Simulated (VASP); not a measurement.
# NbSi2 with PBE: from relaxation to properties, part 3 of 5

What structure does NbSi2 take at this level, and what are its properties? The start is a cell from a database of measured crystal structures.

VASP 6.6.1; PBE; plane waves and PAW (Nb_sv, Si).

Still holding for the runs below: This run has no spin polarisation. Its electron count is odd, so without a moment it is a metal by construction.

So far. Step 3 (Single point with fields (PBE)): In this run the pressure is 0.00 GPa, small enough to go on. Step 4 (Band structure (PBE)): There is no gap at this level.

## (5) Total and projected DOS (PBE)

Here the states are counted by energy and projected on the atoms. The mesh is finer than in the run before.

INCAR reads:

```
SYSTEM = NbSi2
PREC = Accurate
ENCUT = 400
EDIFF = 1E-06
NELM = 100
ISMEAR = -5
SIGMA = 0.05
LREAL = .FALSE.
ALGO = Normal
GGA = PE
NBANDS = 53
LASPH = .TRUE.
LORBIT = 11
LWAVE = .FALSE.
LCHARG = .FALSE.
KPAR = 8
NEDOS = 2001
```

POSCAR reads:

```
NbSi2
1.0
    4.8190904065      0.0000000000      0.0000000000
   -2.4095452033      4.1734547152      0.0000000000
    0.0000000000      0.0000000000      6.5855281306
Nb Si
3 6
Direct
    0.5000000000      0.0000000000      0.5000000000
    0.5000000000      0.5000000000      0.8333333333
    0.0000000000      0.5000000000      0.1666666667
    0.1587635004      0.3175270008      0.5000000000
    0.8412364996      0.1587635004      0.8333333333
    0.6824729992      0.8412364996      0.1666666667
    0.8412364996      0.6824729992      0.5000000000
    0.1587635004      0.8412364996      0.8333333333
    0.3175270008      0.1587635004      0.1666666667
```

KPOINTS reads:

```
Automatic mesh
0
Gamma
7 7 5
0 0 0
```

The projector-augmented-wave data sets are Nb_sv and Si (PBE family, release 64).

On the command line:

```
$ mpirun -np 8 vasp_std
```

The program printed:

```text
[... set-up lines as in an earlier step ...]
 entering main loop
       N       E                     dE             d eps       ncg     rms          rms(c)
DAV:   1     0.434573466948E+03    0.43457E+03   -0.26063E+04  2552   0.933E+02
DAV:   2    -0.324179370109E+02   -0.46699E+03   -0.44054E+03  3128   0.344E+02
DAV:   3    -0.681132241470E+02   -0.35695E+02   -0.34859E+02  4296   0.695E+01
DAV:   4    -0.707254367347E+02   -0.26122E+01   -0.25893E+01  4104   0.170E+01
DAV:   5    -0.708060426996E+02   -0.80606E-01   -0.80515E-01  3971   0.336E+00    0.170E+01
DAV:   6    -0.683840710196E+02    0.24220E+01   -0.64378E+00  3824   0.140E+01    0.601E+00
DAV:   7    -0.682613462761E+02    0.12272E+00   -0.93277E-01  3427   0.375E+00    0.359E+00
DAV:   8    -0.682274444307E+02    0.33902E-01   -0.12111E-01  3960   0.145E+00    0.804E-01
DAV:   9    -0.682272313276E+02    0.21310E-03   -0.14845E-02  4120   0.537E-01    0.438E-01
DAV:  10    -0.682273080155E+02   -0.76688E-04   -0.28130E-03  3424   0.313E-01    0.694E-02
DAV:  11    -0.682272619006E+02    0.46115E-04   -0.19389E-04  4147   0.763E-02    0.223E-02
DAV:  12    -0.682272597711E+02    0.21295E-05   -0.15723E-05  3728   0.239E-02    0.139E-02
DAV:  13    -0.682272590445E+02    0.72661E-06   -0.79643E-07  2088   0.602E-03
   1 F= -.68227259E+02 E0= -.68227259E+02  d E =0.000000E+00
 -----------------------------------------------------------------------------
|                                                                             |
|           W    W    AA    RRRRR   N    N  II  N    N   GGGG   !!!           |
|           W    W   A  A   R    R  NN   N  II  NN   N  G    G  !!!           |
|           W    W  A    A  R    R  N N  N  II  N N  N  G       !!!           |
|           W WW W  AAAAAA  RRRRR   N  N N  II  N  N N  G  GGG   !            |
|           WW  WW  A    A  R   R   N   NN  II  N   NN  G    G                |
|           W    W  A    A  R    R  N    N  II  N    N   GGGG   !!!           |
|                                                                             |
|     Tetrahedron method does not include variations of the Fermi             |
|     occupations, so forces and stress will be inaccurate. We suggest        |
|     using a different smearing scheme ISMEAR = 1 or 2 for metals in         |
|     relaxations.                                                            |
|                                                                             |
 -----------------------------------------------------------------------------
```

Elapsed: 11 s, on 8 MPI ranks of Intel Xeon 6975P-C (Granite Rapids), shared host; peak memory 2.1 GiB.

Parts of OUTCAR (step 5):

```text
   k-points           NKPTS =     24   k-points in BZ     NKDIM =     24   number of bands    NBANDS=     53

   NELECT =      63.0000    total number of electrons

 E-fermi :  11.2817

 k-point     1 :       0.0000    0.0000    0.0000
  band No.  band energies     occupation
    ...
     28       9.1576      2.00000
     29       9.1576      2.00000
     30       9.3914      2.00000
     31       9.3914      2.00000
     32      10.2806      2.00000
     33      12.1183      0.00000
     34      14.4536      0.00000
     35      14.5473      0.00000
     36      14.5919      0.00000
     37      14.5919      0.00000
    ...

  Total       -0.5983662     -0.5983662      1.0302816      0.0000000      0.0000000      0.0000000
  in kB       -7.2381281     -7.2381281     12.4627862      0.0000000      0.0000000      0.0000000
  external PRESSURE =      -0.6711567 kB  Pullay stress =       0.0000000 kB

 POSITION                                       TOTAL-FORCE (eV/Angst)
 -----------------------------------------------------------------------------------
      2.40955      0.00000      3.29276        -0.000000      0.000000     -0.000000
      1.20477      2.08673      5.48794        -0.000000      0.000000     -0.000000
     -1.20477      2.08673      1.09759        -0.000000      0.000000      0.000000
     -0.00000      1.32518      3.29276        -0.000000      0.035062     -0.000000
      3.67145      0.66259      5.48794        -0.030364      0.017531     -0.000000
      1.26190      3.51086      1.09759        -0.030364     -0.017531     -0.000000
      2.40955      2.84827      3.29276         0.000000     -0.035062     -0.000000
     -1.26190      3.51086      5.48794         0.030364     -0.017531     -0.000000
      1.14764      0.66259      1.09759         0.030364      0.017531     -0.000000
 -----------------------------------------------------------------------------------
    total drift:                               -0.000000      0.000000      0.000001

  FREE ENERGIE OF THE ION-ELECTRON SYSTEM (eV)
  ---------------------------------------------------
  free  energy   TOTEN  =       -68.2272590445 eV

  energy  without entropy=      -68.2272590445  energy(sigma->0) =      -68.22725904

[... 7 parts as in an earlier step ...]

[... 9 further parts left out ...]
```

With tetrahedra the forces and stress of a metal are not exact derivatives of the energy.

This step gave:

- SCF cycles: 13
- irreducible k-points: 24
- free energy (TOTEN): -68.2273 eV
- Fermi energy: 11.28 eV
- pressure: -0.06712 GPa
- DOS at the Fermi level: 3.633 states/eV/cell

The density of states has structure finer than the step of the table below, so its rows give means over 0.5 eV, whole bins alone (the curve runs from -12.0 to 2.84 eV). Peaks (eV: height): total -2.53: 8.34, -2.32: 12.7, -2.11: 13.7, 2.70: 10.5; Nb d -2.32: 3.70, -1.90: 4.62, 2.14: 3.71, 2.70: 4.61; Si p -5.17: 1.70, -4.75: 1.62, -2.32: 2.13, -2.11: 2.21; Si s -9.84: 0.892, -8.45: 1.20, -7.19: 1.20, -6.50: 1.05; Nb p -2.53: 0.172, -2.32: 0.258, -1.83: 0.313, -1.41: 0.133.

States under -12.0 eV and over 2.8 eV are left out. The density of states by energy, zero at the Fermi level; means over each step; values in states/eV/cell:

| energy (eV) | total | Nb d | Si p | Si s | Nb p | Nb s |
| --- | --- | --- | --- | --- | --- | --- |
| -11.5 | 1.05 | 0.00530 | 0.0242 | 0.369 | 0.0154 | 0.0325 |
| -11.0 | 1.82 | 0.0160 | 0.0565 | 0.638 | 0.0362 | 0.0384 |
| -10.5 | 1.22 | 0.0164 | 0.0486 | 0.417 | 0.0255 | 0.0213 |
| -10.0 | 1.78 | 0.0388 | 0.0844 | 0.593 | 0.0369 | 0.0270 |
| -9.5 | 2.06 | 0.0621 | 0.101 | 0.679 | 0.0433 | 0.0239 |
| -9.0 | 1.92 | 0.0856 | 0.117 | 0.609 | 0.0330 | 0.0176 |
| -8.5 | 2.89 | 0.158 | 0.203 | 0.863 | 0.0377 | 0.0436 |
| -8.0 | 1.57 | 0.107 | 0.112 | 0.469 | 0.0184 | 0.0176 |
| -7.5 | 2.38 | 0.157 | 0.174 | 0.712 | 0.0321 | 0.0340 |
| -7.0 | 1.87 | 0.137 | 0.134 | 0.562 | 0.0250 | 0.0268 |
| -6.5 | 3.04 | 0.232 | 0.223 | 0.869 | 0.0519 | 0.0572 |
| -6.0 | 1.17 | 0.111 | 0.134 | 0.247 | 0.0164 | 0.0234 |
| -5.5 | 2.24 | 0.240 | 0.442 | 0.147 | 0.0260 | 0.0685 |
| -5.0 | 3.88 | 0.440 | 0.813 | 0.194 | 0.0587 | 0.0920 |
| -4.5 | 3.17 | 0.400 | 0.638 | 0.180 | 0.0539 | 0.0848 |
| -4.0 | 3.87 | 0.577 | 0.756 | 0.193 | 0.0700 | 0.0993 |
| -3.5 | 3.48 | 0.636 | 0.631 | 0.180 | 0.0592 | 0.0886 |
| -3.0 | 4.66 | 0.958 | 0.824 | 0.251 | 0.0938 | 0.0635 |
| -2.5 | 7.65 | 2.10 | 1.29 | 0.181 | 0.160 | 0.0504 |
| -2.0 | 11.3 | 3.54 | 1.80 | 0.122 | 0.248 | 0.0293 |
| -1.5 | 6.55 | 2.25 | 0.924 | 0.0931 | 0.126 | 0.0115 |
| -1.0 | 3.66 | 1.52 | 0.426 | 0.0600 | 0.0342 | 0.00399 |
| -0.5 | 2.00 | 0.945 | 0.196 | 0.0348 | 0.0109 | 0.00138 |
| 0.0 | 3.17 | 1.60 | 0.281 | 0.0441 | 0.0202 | 0.00364 |
| 0.5 | 2.34 | 1.28 | 0.141 | 0.0460 | 0.0117 | 0.00311 |
| 1.0 | 2.09 | 1.17 | 0.113 | 0.0693 | 0.0127 | 0.00345 |
| 1.5 | 3.24 | 1.22 | 0.423 | 0.323 | 0.0233 | 0.0291 |
| 2.0 | 6.37 | 2.73 | 0.775 | 0.407 | 0.0320 | 0.0363 |
| 2.5 | 6.29 | 2.81 | 0.637 | 0.390 | 0.0380 | 0.0545 |

The finer mesh and the other smearing move the Fermi level by -0.01 eV from the 5×5×3 run, a small shift, which tests the Fermi level alone. Of the states within 0.3 eV of the Fermi level, the largest shares in the PAW spheres are Nb d 50 % and Si p 9 %. The rest lies in smaller channels or between the spheres.

## (6) Volume scan with PBE, volume scale 0.94

An equation of state needs energies on both sides of the minimum, all on one mesh and cutoff.

INCAR reads:

```
SYSTEM = NbSi2
PREC = Accurate
ENCUT = 400
EDIFF = 1E-06
NELM = 100
ISMEAR = 0
SIGMA = 0.05
LREAL = .FALSE.
ALGO = Normal
GGA = PE
NBANDS = 40
LASPH = .TRUE.
LORBIT = 11
LWAVE = .FALSE.
LCHARG = .FALSE.
KPAR = 8
ISIF = 2
```

POSCAR, as its differences from that of step 5:

```diff
@@ -2,5 +2,5 @@
 1.0
-    4.8190904065      0.0000000000      0.0000000000
-   -2.4095452033      4.1734547152      0.0000000000
-    0.0000000000      0.0000000000      6.5855281306
+    4.7207140189      0.0000000000      0.0000000000
+   -2.3603570095      4.0882582644      0.0000000000
+    0.0000000000      0.0000000000      6.4510918753
 Nb Si
```

KPOINTS reads:

```
Automatic mesh
0
Gamma
5 5 3
0 0 0
```

On the command line:

```
$ mpirun -np 8 vasp_std
```

The program printed:

```text
[... set-up lines as in an earlier step ...]
 entering main loop
       N       E                     dE             d eps       ncg     rms          rms(c)
DAV:   1     0.460084347800E+03    0.46008E+03   -0.27281E+04   808   0.125E+03
DAV:   2    -0.281398815472E+02   -0.48822E+03   -0.47118E+03  1000   0.451E+02
DAV:   3    -0.677913252270E+02   -0.39651E+02   -0.38836E+02  1472   0.929E+01
DAV:   4    -0.700417095145E+02   -0.22504E+01   -0.22365E+01  1184   0.201E+01
DAV:   5    -0.701729270051E+02   -0.13122E+00   -0.13092E+00  1376   0.563E+00    0.187E+01
DAV:   6    -0.679728967783E+02    0.22000E+01   -0.11549E+01  1160   0.178E+01    0.703E+00
DAV:   7    -0.678902954946E+02    0.82601E-01   -0.11501E+00  1200   0.424E+00    0.389E+00
DAV:   8    -0.678675390680E+02    0.22756E-01   -0.13429E-01  1256   0.200E+00    0.742E-01
DAV:   9    -0.678679338116E+02   -0.39474E-03   -0.22403E-02  1336   0.725E-01    0.464E-01
DAV:  10    -0.678680134125E+02   -0.79601E-04   -0.36790E-03  1064   0.436E-01    0.646E-02
DAV:  11    -0.678679662229E+02    0.47190E-04   -0.33345E-04  1264   0.992E-02    0.253E-02
DAV:  12    -0.678679633967E+02    0.28262E-05   -0.46319E-05  1248   0.502E-02    0.978E-03
DAV:  13    -0.678679618884E+02    0.15083E-05   -0.85716E-06  1016   0.163E-02    0.317E-03
DAV:  14    -0.678679611853E+02    0.70302E-06   -0.81815E-07   640   0.814E-03
   1 F= -.67867961E+02 E0= -.67866740E+02  d E =-.244249E-02
```

Wall time 6.8 s (8 MPI ranks); peak memory 1.7 GiB.

Parts of OUTCAR (step 6):

```text
   ENCUT  =  400.0 eV  29.40 Ry    5.42 a.u.   7.70  7.70 10.52*2*pi/ulx,y,z

   NELECT =      63.0000    total number of electrons

 E-fermi :  12.1428

 k-point     1 :       0.0000    0.0000    0.0000
  band No.  band energies     occupation
    ...
     28       9.9077      2.00000
     29       9.9588      2.00000
     30      10.1257      2.00000
     31      10.1257      2.00000
     32      11.1582      2.00000
     33      12.9914      0.00000
     34      15.5815      0.00000
     35      15.7008      0.00000
     36      15.7028      0.00000
     37      15.7852      0.00000
    ...

  Total        9.0750803      9.0750803     10.9842786     -0.0000000     -0.0000000      0.0000000
  in kB      116.7835889    116.7835890    141.3523005     -0.0000000     -0.0000000      0.0000000
  external PRESSURE =     124.9731595 kB  Pullay stress =       0.0000000 kB

 POSITION                                       TOTAL-FORCE (eV/Angst)
 -----------------------------------------------------------------------------------
      2.36036      0.00000      3.22555        -0.000000     -0.000000      0.000000
      1.18018      2.04413      5.37591        -0.000000     -0.000000     -0.000000
     -1.18018      2.04413      1.07518        -0.000000     -0.000000     -0.000000
     -0.00000      1.29813      3.22555        -0.000000      0.001063      0.000000
      3.59650      0.64907      5.37591        -0.000921      0.000532      0.000000
      1.23614      3.43919      1.07518        -0.000921     -0.000532      0.000000
      2.36036      2.79013      3.22555         0.000000     -0.001063      0.000000
     -1.23614      3.43919      5.37591         0.000921     -0.000532      0.000000
      1.12422      0.64907      1.07518         0.000921      0.000532      0.000000
 -----------------------------------------------------------------------------------
    total drift:                                0.000000     -0.000000     -0.000001

  FREE ENERGIE OF THE ION-ELECTRON SYSTEM (eV)
  ---------------------------------------------------
  free  energy   TOTEN  =       -67.8679611853 eV

  energy  without entropy=      -67.8655186933  energy(sigma->0) =      -67.86673994

[... 3 parts as in an earlier step ...]

[... 13 further parts left out ...]
```

The scan keeps the cell's shape and the fractional positions fixed.

Numbers from this step:

- SCF cycles: 14
- bands: 40
- irreducible k-points: 10
- free energy (TOTEN): -67.8680 eV
- energy at zero smearing: -67.8667 eV
- Fermi energy: 12.14 eV
- pressure: 12.50 GPa

The pressure here is 12.50 GPa.

## (7) Volume scan with PBE, volume scale 0.96

INCAR is that of step 6.

POSCAR, as its differences from that of step 6:

```diff
@@ -2,5 +2,5 @@
 1.0
-    4.7207140189      0.0000000000      0.0000000000
-   -2.3603570095      4.0882582644      0.0000000000
-    0.0000000000      0.0000000000      6.4510918753
+    4.7539595791      0.0000000000      0.0000000000
+   -2.3769797896      4.1170497641      0.0000000000
+    0.0000000000      0.0000000000      6.4965235966
 Nb Si
```

KPOINTS is that of step 6.

On the command line:

```
$ mpirun -np 8 vasp_std
```

The program printed:

```text
[... set-up lines as in an earlier step ...]
 entering main loop
       N       E                     dE             d eps       ncg     rms          rms(c)
DAV:   1     0.450507138516E+03    0.45051E+03   -0.27565E+04   800   0.125E+03
DAV:   2    -0.289472590796E+02   -0.47945E+03   -0.46208E+03  1008   0.449E+02
DAV:   3    -0.679802696904E+02   -0.39033E+02   -0.38170E+02  1448   0.917E+01
DAV:   4    -0.703049945503E+02   -0.23247E+01   -0.23134E+01  1192   0.201E+01
DAV:   5    -0.704252717133E+02   -0.12028E+00   -0.12014E+00  1360   0.542E+00    0.181E+01
DAV:   6    -0.681598355678E+02    0.22654E+01   -0.12249E+01  1176   0.180E+01    0.669E+00
DAV:   7    -0.680679519496E+02    0.91884E-01   -0.11916E+00  1208   0.436E+00    0.384E+00
DAV:   8    -0.680417205223E+02    0.26231E-01   -0.14038E-01  1256   0.210E+00    0.735E-01
DAV:   9    -0.680419953308E+02   -0.27481E-03   -0.21943E-02  1296   0.711E-01    0.467E-01
DAV:  10    -0.680420740813E+02   -0.78750E-04   -0.38063E-03  1072   0.436E-01    0.663E-02
DAV:  11    -0.680420256096E+02    0.48472E-04   -0.36165E-04  1288   0.101E-01    0.258E-02
DAV:  12    -0.680420230328E+02    0.25767E-05   -0.33586E-05  1200   0.431E-02    0.702E-03
DAV:  13    -0.680420216150E+02    0.14179E-05   -0.32560E-06   816   0.947E-03    0.281E-03
DAV:  14    -0.680420213190E+02    0.29596E-06   -0.46336E-07   640   0.484E-03
   1 F= -.68042021E+02 E0= -.68040805E+02  d E =-.243243E-02
```

It took 7 s on 8 MPI ranks; peak memory 1.7 GiB.

From OUTCAR (step 7):

```text
   ENCUT  =  400.0 eV  29.40 Ry    5.42 a.u.   7.75  7.75 10.59*2*pi/ulx,y,z

   NELECT =      63.0000    total number of electrons

 E-fermi :  11.8510

 k-point     1 :       0.0000    0.0000    0.0000
  band No.  band energies     occupation
    ...
     28       9.6487      2.00000
     29       9.6721      2.00000
     30       9.8717      2.00000
     31       9.8717      2.00000
     32      10.8527      2.00000
     33      12.6905      0.00000
     34      15.1926      0.00000
     35      15.3238      0.00000
     36      15.3249      0.00000
     37      15.4098      0.00000
    ...

  Total        5.8342579      5.8342579      7.0935555     -0.0000000     -0.0000000      0.0000000
  in kB       73.5145976     73.5145976     89.3823835     -0.0000000     -0.0000000      0.0000000
  external PRESSURE =      78.8038595 kB  Pullay stress =       0.0000000 kB

 POSITION                                       TOTAL-FORCE (eV/Angst)
 -----------------------------------------------------------------------------------
      2.37698      0.00000      3.24826         0.000000     -0.000000      0.000000
      1.18849      2.05852      5.41377         0.000000     -0.000000     -0.000000
     -1.18849      2.05852      1.08275         0.000000     -0.000000     -0.000000
     -0.00000      1.30727      3.24826         0.000000     -0.003111      0.000000
      3.62183      0.65364      5.41377         0.002694     -0.001556      0.000000
      1.24485      3.46341      1.08275         0.002694      0.001556      0.000000
      2.37698      2.80978      3.24826        -0.000000      0.003111      0.000000
     -1.24485      3.46341      5.41377        -0.002694      0.001556      0.000000
      1.13213      0.65364      1.08275        -0.002694     -0.001556      0.000000
 -----------------------------------------------------------------------------------
    total drift:                                0.000000     -0.000000      0.000001

  FREE ENERGIE OF THE ION-ELECTRON SYSTEM (eV)
  ---------------------------------------------------
  free  energy   TOTEN  =       -68.0420213190 eV

  energy  without entropy=      -68.0395888915  energy(sigma->0) =      -68.04080511

[... 5 parts as in an earlier step ...]

[... 11 further parts left out ...]
```

Numbers from this step:

| Item | Value |
| --- | --- |
| free energy (TOTEN) | -68.0420 eV |
| energy at zero smearing | -68.0408 eV |
| Fermi energy | 11.85 eV |
| pressure | 7.880 GPa |

The pressure falls from 12.50 to 7.88 GPa.

The run ends at a pressure of 7.88 GPa, with forces up to 0.0031 eV/Å.

(Continued in part 4 of 5.)

[Lines on the potential files, build, host, timing and source positions are cut from VASP's logs without a mark.]

[Logs are printed without paths, hosts, clocks, repeated set-up lines and the standing remarks that a program may print on its own settings, such as how far it seeks lower states.]

[Hosts, paths, dates, database ids (printed as entryN), source tags and the programs' standing remarks are cut or masked in the printed files.]

[A measured line is paired with the nearest computed mode of its activity, which favours agreement.]
